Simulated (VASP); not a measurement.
# Lattice of Lithium across functionals and dispersion corrections, part 2 of 3

Aim: relax Lithium at several levels and hold each cell against experiment. LASPH is on for some levels and off for others; the table marks which. The start is a cell from a database of measured crystal structures.

VASP 6.6.1, plane waves and PAW; the level of theory is named at each step.

Still holding for the runs below: This run has no spin polarisation. Its electron count is odd, so without a moment it is a metal by construction. The k-mesh is coarse for a metal.

So far, final volume (Å³): step 2 (relaxation, level LDA) 19.0; step 3 (relaxation, level PBEsol) 20.1.

## (4) Relaxation with PBE

This step: PBE; plane waves and PAW (Li_sv) (VASP 6.6.1).

PBE, the usual starting point, adds the gradient of the density.

The input, INCAR:

```
SYSTEM = Li
PREC = Accurate
ENCUT = 700
EDIFF = 1E-06
NELM = 100
ISMEAR = -1
SIGMA = 0.05
LREAL = .FALSE.
ALGO = Normal
GGA = PE
NBANDS = 7
LORBIT = 11
LWAVE = .FALSE.
LCHARG = .FALSE.
KPAR = 2
IBRION = 2
NSW = 60
ISIF = 3
EDIFFG = -0.01
```

The input, POSCAR:

```
Li
1.0
   -1.7546500000      1.7546500000      1.7546500000
    1.7546500000     -1.7546500000      1.7546500000
    1.7546500000      1.7546500000     -1.7546500000
Li
1
Direct
    0.0000000000      0.0000000000      0.0000000000
```

The input, KPOINTS:

```
Automatic mesh
0
Gamma
8 8 8
0 0 0
```

Potentials, in the order of the species: Li_sv (PBE family, release 64).

The run is started by

```console
> mpirun -np 2 vasp_std
```

Output:

```text
[banner, memory and clock lines left out]
running    2 mpi-ranks, on    1 nodes
[...]
LDA part: xc-table for (Slater+PW92), standard interpolation
 POSCAR, INCAR and KPOINTS ok, starting setup
[...]
entering main loop
       N       E                     dE             d eps       ncg     rms          rms(c)
DAV:   1     0.403719672731E+00    0.40372E+00   -0.84303E+02   406   0.358E+02
DAV:   2    -0.184829115670E+01   -0.22520E+01   -0.22503E+01   560   0.449E+01
DAV:   3    -0.189421861916E+01   -0.45927E-01   -0.45906E-01   490   0.560E+00
DAV:   4    -0.189524672489E+01   -0.10281E-02   -0.10281E-02   553   0.681E-01
DAV:   5    -0.189525033441E+01   -0.36095E-05   -0.36095E-05   518   0.389E-02    0.273E-01
DAV:   6    -0.189413511386E+01    0.11152E-02   -0.26325E-04   686   0.803E-02    0.155E-01
DAV:   7    -0.189347685603E+01    0.65826E-03   -0.60887E-04   637   0.115E-01    0.254E-02
DAV:   8    -0.189347868405E+01   -0.18280E-05   -0.80484E-06   490   0.240E-02    0.737E-04
DAV:   9    -0.189347775479E+01    0.92927E-06   -0.18240E-07   322   0.452E-03
   1 F= -.18934778E+01 E0= -.18896928E+01  d E =-.189348E+01
[... from here on, the cycles between the ionic steps are left out ...]
   2 F= -.18954475E+01 E0= -.18916416E+01  d E =-.196978E-02
   3 F= -.18978032E+01 E0= -.18939473E+01  d E =-.432540E-02
   4 F= -.18979972E+01 E0= -.18941206E+01  d E =-.451942E-02
[...]
reached required accuracy - stopping structural energy minimisation
```

It took 11 s on 2 MPI ranks of AMD EPYC 7R43, shared host; peak memory 0.22 GiB; 20 s of CPU time.

Parts of OUTCAR (step 4):

```text
  Total        0.0001751      0.0001751      0.0001751      0.0000000      0.0000000      0.0000000
  in kB        0.0139387      0.0139387      0.0139387      0.0000000      0.0000000      0.0000000
  external PRESSURE =       0.0139387 kB  Pullay stress =       0.0000000 kB

 POSITION                                       TOTAL-FORCE (eV/Angst)
 -----------------------------------------------------------------------------------
      0.00000      3.42686      0.00000        -0.000000     -0.000000      0.000000
 -----------------------------------------------------------------------------------
    total drift:                                0.000000      0.000000     -0.000000

  FREE ENERGIE OF THE ION-ELECTRON SYSTEM (eV)
  ---------------------------------------------------
  free  energy   TOTEN  =        -1.8979971699 eV

  energy  without entropy=       -1.8902439569  energy(sigma->0) =       -1.89412056

[... 2 parts as in an earlier step ...]

[... 2 further parts left out ...]
[key lines of the parts left out:]
E-fermi :   0.6824
```

The steps of the relaxation:

```csv
step,energy less that of the first step (eV),largest force (eV/Å),pressure (GPa),volume (Å³)
1,0.0000,0.0000,-0.92,21.61
2,-0.0020,0.0000,-0.71,21.22
3,-0.0043,0.0000,-0.20,20.42
4,-0.0045,0.0000,0.00,20.12
```

```
conventional cell, symmetrised  before  after  change
                         a (Å)   3.509  3.427  -2.3 %
                         b (Å)   3.509  3.427  -2.3 %
                         c (Å)   3.509  3.427  -2.3 %
              volume (Å³/atom)   21.61  20.12  -6.9 %
```

The relaxed structure:

```
Li
1.0
    -1.71343    1.71343    1.71343
     1.71343   -1.71343    1.71343
     1.71343    1.71343   -1.71343
Li
1
Direct
  0.00000 0.00000 0.00000
```

It ends at 20.12 Å³/atom, -6.9 % from the start, with 0.00 GPa left. The conventional cell has a = 3.427 Å. Against its usual tendency, PBE gives a cell smaller than the listed one.

## (5) Relaxation with r2SCAN

This step: r2SCAN; plane waves and PAW (Li_sv) (VASP 6.6.1).

r2SCAN adds the kinetic-energy density, costs more than a GGA and is run with LASPH.

Edit INCAR of step 4 so:

```diff
@@ -9,3 +9,4 @@
 ALGO = Normal
-GGA = PE
+METAGGA = R2SCAN
+LASPH = .TRUE.
 NBANDS = 7
```

POSCAR is that of step 4.

KPOINTS is that of step 4.

The run is started by

```console
> mpirun -np 2 vasp_std
```

Output:

```text
[banner, memory and clock lines left out]
running    2 mpi-ranks, on    1 nodes
[...]
[... a notice as in an earlier step ...]

 LDA part: xc-table for (None), standard interpolation
 POSCAR, INCAR and KPOINTS ok, starting setup
[...]
entering main loop
       N       E                     dE             d eps       ncg     rms          rms(c)
DAV:   1    -0.577619201417E-02   -0.57762E-02   -0.87039E+02   406   0.368E+02
DAV:   2    -0.256714367620E+01   -0.25614E+01   -0.25601E+01   539   0.490E+01
DAV:   3    -0.264338976458E+01   -0.76246E-01   -0.76219E-01   532   0.739E+00
DAV:   4    -0.264491321643E+01   -0.15235E-02   -0.15235E-02   539   0.847E-01
[...]
DAV:  14    -0.237434260967E+01    0.13580E-05   -0.95312E-08   434   0.238E-03    0.879E-05
DAV:  15    -0.237434539922E+01   -0.27896E-05   -0.43870E-08   252   0.129E-03    0.147E-05
DAV:  16    -0.237434556327E+01   -0.16404E-06   -0.86038E-09   245   0.560E-04
   1 F= -.23743456E+01 E0= -.23707087E+01  d E =-.237435E+01
[...]
2 F= -.23747388E+01 E0= -.23710981E+01  d E =-.393198E-03
[...]
trial-energy change:   -0.000393  1 .order   -0.000502   -0.000554   -0.000450
 step:   4.0000(harm=  5.3216)  dis= 0.00000  next Energy=    -2.375819 (dE=-0.147E-02)
[...]
N       E                     dE             d eps       ncg     rms          rms(c)
DAV:   1    -0.237709859146E+01   -0.23601E-02   -0.47717E-02   476   0.177E+00    0.466E-01
DAV:   2    -0.237602528730E+01    0.10733E-02   -0.66374E-03   427   0.750E-01    0.314E-01
DAV:   3    -0.237504615294E+01    0.97913E-03   -0.13921E-03   595   0.219E-01    0.967E-02
DAV:   4    -0.237502125613E+01    0.24897E-04   -0.89576E-05   420   0.956E-02    0.146E-02
DAV:   5    -0.237497724294E+01    0.44013E-04   -0.12117E-04   406   0.722E-02    0.162E-02
DAV:   6    -0.237492402313E+01    0.53220E-04   -0.56239E-05   448   0.403E-02    0.142E-02
DAV:   7    -0.237469045997E+01    0.23356E-03   -0.42831E-04   420   0.106E-01    0.662E-03
DAV:   8    -0.237458929507E+01    0.10116E-03   -0.40641E-05   469   0.379E-02    0.180E-03
DAV:   9    -0.237458894567E+01    0.34940E-06   -0.32845E-07   441   0.605E-03
   3 F= -.23745889E+01 E0= -.23709782E+01  d E =-.243382E-03
[...]
reached required accuracy - stopping structural energy minimisation
```

Wall time 61 s (2 MPI ranks); peak memory 0.22 GiB.

From OUTCAR (step 5):

```text
  Total       -0.0017463     -0.0017463     -0.0017463      0.0000000      0.0000000      0.0000000
  in kB       -0.1342292     -0.1342292     -0.1342292      0.0000000      0.0000000      0.0000000
  external PRESSURE =      -0.1342292 kB  Pullay stress =       0.0000000 kB

 POSITION                                       TOTAL-FORCE (eV/Angst)
 -----------------------------------------------------------------------------------
     -0.00000      0.00000      0.00000         0.000000      0.000000      0.000000
 -----------------------------------------------------------------------------------
    total drift:                                0.000000     -0.000000      0.000000

  FREE ENERGIE OF THE ION-ELECTRON SYSTEM (eV)
  ---------------------------------------------------
  free  energy   TOTEN  =        -2.3745889457 eV

  energy  without entropy=       -2.3673674007  energy(sigma->0) =       -2.37097817

[... 2 parts as in an earlier step ...]

[... 2 further parts left out ...]
[key lines of the parts left out:]
E-fermi :   0.6010
```

Step by step:

```csv
step,energy less that of the first step (eV),largest force (eV/Å),pressure (GPa),volume (Å³)
1,0.0000,0.0000,-0.46,21.61
2,-0.0004,0.0000,-0.38,21.42
3,-0.0002,0.0000,-0.01,20.84
```

```
conventional cell, symmetrised  before  after  change
                         a (Å)   3.509  3.467  -1.2 %
                         b (Å)   3.509  3.467  -1.2 %
                         c (Å)   3.509  3.467  -1.2 %
              volume (Å³/atom)   21.61  20.84  -3.5 %
```

The relaxed structure:

```cif
data_structure
_symmetry_space_group_name_H-M 'P 1'
_symmetry_Int_Tables_number 1
_cell_length_a 3.0029
_cell_length_b 3.0029
_cell_length_c 3.0029
_cell_angle_alpha 109.471
_cell_angle_beta 109.471
_cell_angle_gamma 109.471
_cell_volume 20.84
loop_
_atom_site_label
_atom_site_type_symbol
_atom_site_fract_x
_atom_site_fract_y
_atom_site_fract_z
_atom_site_occupancy
Li1 Li 0.00000 0.00000 0.00000 1
```

It ends at 20.84 Å³/atom, -3.5 % from the start, with -0.01 GPa left. The conventional cell has a = 3.467 Å.

## (6) Relaxation with PBE + D3(BJ)

This step: PBE with D3(BJ); plane waves and PAW (Li_sv) (VASP 6.6.1).

A dispersion term adds the long-range attraction that semilocal functionals lack. D3 with Becke-Johnson damping keeps a finite attraction at short range.

Edit INCAR of step 5 so:

```diff
@@ -9,4 +9,4 @@
 ALGO = Normal
-METAGGA = R2SCAN
-LASPH = .TRUE.
+GGA = PE
+IVDW = 12
 NBANDS = 7
```

POSCAR is that of step 5.

KPOINTS is that of step 5.

The run is started by

```console
> mpirun -np 2 vasp_std
```

Output:

```text
[... set-up lines as in an earlier step ...]
 entering main loop
       N       E                     dE             d eps       ncg     rms          rms(c)
[... 9 cycles as in an earlier step ...]
   1 F= -.20522843E+01 E0= -.20484994E+01  d E =-.205228E+01
[...]
2 F= -.20624270E+01 E0= -.20585927E+01  d E =-.101427E-01
[...]
3 F= -.20747419E+01 E0= -.20707852E+01  d E =-.224575E-01
[...]
4 F= -.20612174E+01 E0= -.20569053E+01  d E =-.893308E-02
[...]
5 F= -.20765776E+01 E0= -.20725484E+01  d E =-.242933E-01
[...]
reached required accuracy - stopping structural energy minimisation
```

The job ended after 15 s (2 MPI ranks; peak memory 0.23 GiB; 28 s of CPU time).

Parts of OUTCAR (step 6):

```text
 Edisp (eV)   -0.21285

 Edisp (eV)   -0.18664

  Total      -0.00828    -0.00828    -0.00828     0.00000     0.00000     0.00000
  in kB      -0.72283    -0.72283    -0.72283     0.00000     0.00000     0.00000
  external pressure =       -0.72 kB  Pullay stress =        0.00 kB

 POSITION                                       TOTAL-FORCE (eV/Angst)
 -----------------------------------------------------------------------------------
      0.00000     -0.00000      0.00000        -0.000000     -0.000000      0.000000
 -----------------------------------------------------------------------------------
    total drift:                                0.000000     -0.000000      0.000000

  FREE ENERGIE OF THE ION-ELECTRON SYSTEM (eV)
  ---------------------------------------------------
  free  energy   TOTEN  =        -2.0765775989 eV

  energy  without entropy=       -2.0685192276  energy(sigma->0) =       -2.07254841

[... 2 parts as in an earlier step ...]

[... 2 further parts left out ...]
[key lines of the parts left out:]
E-fermi :   0.9488
```

Dispersion corrections of this kind ignore metallic screening and tend to overbind metals.

It ends at 18.36 Å³/atom, -15.0 % from the start, with -0.07 GPa left. The conventional cell has a = 3.324 Å. That is far more than a functional's usual error. Against plain PBE, the dispersion term moves a by -3.0 %.

## (7) Relaxation with r2SCAN + rVV10

This step: r2SCAN with rVV10; plane waves and PAW (Li_sv) (VASP 6.6.1).

LUSE_VDW switches on a nonlocal correlation term for dispersion.

Edit INCAR of step 6 so:

```diff
@@ -9,4 +9,8 @@
 ALGO = Normal
-GGA = PE
-IVDW = 12
+METAGGA = R2SCAN
+LUSE_VDW = .TRUE.
+IVDW_NL = 2
+BPARAM = 11.95
+CPARAM = 0.0093
+LASPH = .TRUE.
 NBANDS = 7
```

POSCAR is that of step 6.

KPOINTS is that of step 6.

The run is started by

```console
> mpirun -np 2 vasp_std
```

Output:

```text
[banner, memory and clock lines left out]
running    2 mpi-ranks, on    1 nodes
[...]
|                                                                             |
|               ----> ADVICE to this user running VASP <----                  |
|                                                                             |
|     You have switched on vdW-DFT.                                           |
|     This routine was written and supplied by Jiri Klimes. We recommend      |
|     that you carefully read and cite the following publications:            |
|       J. Klimes, D.R. Bowler, A. Michelides                                 |
|          J. Phys.: Cond Matt. 22 022201 (2010)                              |
|       J. Klimes, D.R. Bowler, A. Michelides                                 |
|          Phys. Rev. B. 83, 195131 (2011)                                    |
|     and references therein.                                                 |
|                                                                             |

[...]
Total rVV10 correction in eV:      0.0862564     3.0000004
Total rVV10 correction in eV:      0.0862564     3.0000004
DAV:   5    -0.228864952286E+01    0.44224E-04   -0.13792E-04   413   0.756E-02    0.169E-02
Total rVV10 correction in eV:      0.0862593     3.0000004
Total rVV10 correction in eV:      0.0862593     3.0000004
DAV:   6    -0.228859214929E+01    0.57374E-04   -0.67205E-05   448   0.435E-02    0.149E-02
Total rVV10 correction in eV:      0.0862779     3.0000004
Total rVV10 correction in eV:      0.0862779     3.0000004
DAV:   7    -0.228832940057E+01    0.26275E-03   -0.50841E-04   420   0.115E-01    0.635E-03
Total rVV10 correction in eV:      0.0862804     3.0000004
Total rVV10 correction in eV:      0.0862804     3.0000004
DAV:   8    -0.228823983615E+01    0.89564E-04   -0.28928E-05   483   0.336E-02    0.185E-03
Total rVV10 correction in eV:      0.0862791     3.0000004
Total rVV10 correction in eV:      0.0862791     3.0000004
DAV:   9    -0.228824072470E+01   -0.88855E-06   -0.30337E-07   420   0.555E-03
Total rVV10 correction in eV:      0.0862810     3.0000004
Total rVV10 correction in eV:      0.0862810     3.0000004
   3 F= -.22882407E+01 E0= -.22846293E+01  d E =-.354905E-03
[...]
reached required accuracy - stopping structural energy minimisation
```

Elapsed: 2.1 min, on 2 MPI ranks; peak memory 0.43 GiB.

From OUTCAR (step 7):

```text
  Total       -0.0031704     -0.0031704     -0.0031704      0.0000000     -0.0000000      0.0000000
  in kB       -0.2444404     -0.2444404     -0.2444404      0.0000000     -0.0000000      0.0000000
  external PRESSURE =      -0.2444404 kB  Pullay stress =       0.0000000 kB

 POSITION                                       TOTAL-FORCE (eV/Angst)
 -----------------------------------------------------------------------------------
     -0.00000      0.00000      0.00000         0.000000      0.000000     -0.000000
 -----------------------------------------------------------------------------------
    total drift:                               -0.000000     -0.000000      0.000000

  FREE ENERGIE OF THE ION-ELECTRON SYSTEM (eV)
  ---------------------------------------------------
  free  energy   TOTEN  =        -2.2882407247 eV

  energy  without entropy=       -2.2810178961  energy(sigma->0) =       -2.28462931

[... 2 parts as in an earlier step ...]

[... 2 further parts left out ...]
[key lines of the parts left out:]
E-fermi :   0.6043
```

It ends at 20.78 Å³/atom, -3.8 % from the start, with -0.02 GPa left. The conventional cell has a = 3.464 Å. Against plain r2SCAN, the dispersion term moves a by -0.1 %.

## (8) Relaxation with revPBE + D3(BJ)

This step: revPBE with D3(BJ); plane waves and PAW (Li_sv) (VASP 6.6.1).

revPBE by itself binds more weakly than PBE and expands cells; dispersion terms fitted to it are the larger for that.

Edit INCAR of step 7 so:

```diff
@@ -9,8 +9,4 @@
 ALGO = Normal
-METAGGA = R2SCAN
-LUSE_VDW = .TRUE.
-IVDW_NL = 2
-BPARAM = 11.95
-CPARAM = 0.0093
-LASPH = .TRUE.
+GGA = RE
+IVDW = 12
 NBANDS = 7
```

POSCAR is that of step 7.

KPOINTS is that of step 7.

The run is started by

```console
> mpirun -np 2 vasp_std
```

Output:

```text
[... set-up lines as in an earlier step ...]
 entering main loop
       N       E                     dE             d eps       ncg     rms          rms(c)
DAV:   1     0.540877734393E+00    0.54088E+00   -0.84486E+02   406   0.358E+02
DAV:   2    -0.175505759663E+01   -0.22959E+01   -0.22947E+01   560   0.455E+01
DAV:   3    -0.180214587695E+01   -0.47088E-01   -0.47070E-01   490   0.567E+00
DAV:   4    -0.180317968467E+01   -0.10338E-02   -0.10338E-02   532   0.683E-01
[...]
DAV:   8    -0.180163728812E+01   -0.41564E-05   -0.22604E-06   455   0.134E-02    0.990E-04
DAV:   9    -0.180163612426E+01    0.11639E-05   -0.25128E-07   364   0.472E-03    0.319E-04
DAV:  10    -0.180163572638E+01    0.39788E-06   -0.25383E-08   245   0.135E-03
   1 F= -.21113624E+01 E0= -.21076213E+01  d E =-.211136E+01
[... from here on, the cycles between the ionic steps are left out ...]
   2 F= -.21275755E+01 E0= -.21237752E+01  d E =-.162131E-01
   3 F= -.21489189E+01 E0= -.21449482E+01  d E =-.375565E-01
   4 F= -.21207641E+01 E0= -.21162426E+01  d E =-.940169E-02
   5 F= -.21517776E+01 E0= -.21477115E+01  d E =-.404152E-01
   6 F= -.21518244E+01 E0= -.21477433E+01  d E =-.404620E-01
[...]
reached required accuracy - stopping structural energy minimisation
```

It took 19 s on 2 MPI ranks; peak memory 0.23 GiB.

OUTCAR, selected parts (step 8):

```text
 Edisp (eV)   -0.38117

 Edisp (eV)   -0.38396

  Total       0.00024     0.00024     0.00024    -0.00000    -0.00000    -0.00000
  in kB       0.02174     0.02174     0.02174    -0.00000    -0.00000    -0.00000
  external pressure =        0.02 kB  Pullay stress =        0.00 kB

 POSITION                                       TOTAL-FORCE (eV/Angst)
 -----------------------------------------------------------------------------------
      1.63042      1.63042     -1.63042         0.000000      0.000000     -0.000000
 -----------------------------------------------------------------------------------
    total drift:                                0.000000      0.000000     -0.000000

  FREE ENERGIE OF THE ION-ELECTRON SYSTEM (eV)
  ---------------------------------------------------
  free  energy   TOTEN  =        -2.1518244223 eV

  energy  without entropy=       -2.1436622193  energy(sigma->0) =       -2.14774332

[... 2 parts as in an earlier step ...]

[... 2 further parts left out ...]
[key lines of the parts left out:]
E-fermi :   1.2092
```

It ends at 17.34 Å³/atom, -19.8 % from the start, with 0.00 GPa left. The conventional cell has a = 3.261 Å. That is far more than a functional's usual error.

(Continued in part 3 of 3.)

[Lines on the potential files, build, host, timing and source positions are cut from VASP's logs without a mark.]

[Logs are printed without paths, hosts, clocks, repeated set-up lines and the standing remarks that a program may print on its own settings, such as how far it seeks lower states.]

[Hosts, paths, dates, database ids (printed as entryN), source tags and the programs' standing remarks are cut or masked in the printed files.]

[A measured line is paired with the nearest computed mode of its activity, which favours agreement.]
